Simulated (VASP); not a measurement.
Input:

```
CELL_PARAMETERS angstrom
      4.09895     0.00000     0.00000
      0.00000     4.09895     0.00000
      0.00000     0.00000     4.09895
ATOMIC_POSITIONS crystal
  K  0.00000 0.00000 0.00000
  Zn 0.50000 0.50000 0.50000
  F  0.50000 0.00000 0.50000
  F  0.00000 0.50000 0.50000
  F  0.50000 0.50000 0.00000
```

All values below come from PBE GGA with D3 dispersion (Becke-Johnson damping), VASP's PBE PAW potentials (set 64) (plane waves; VASP 6.6.1). Settings: 520 eV cut-off, 5×5×5 Γ-centred mesh, Gaussian smearing of 0.050 eV, potentials K_sv Zn F.

Problem. What does the run give for the energy per atom (σ→0)?

Solution. 
```yaml
energy per atom (σ→0): -4.216 eV/atom
```

Only differences to runs with the same potentials and settings are physical.

The compound is KZnF3 in the cubic perovskite structure. It was relaxed first. The start is the result of an earlier pass.
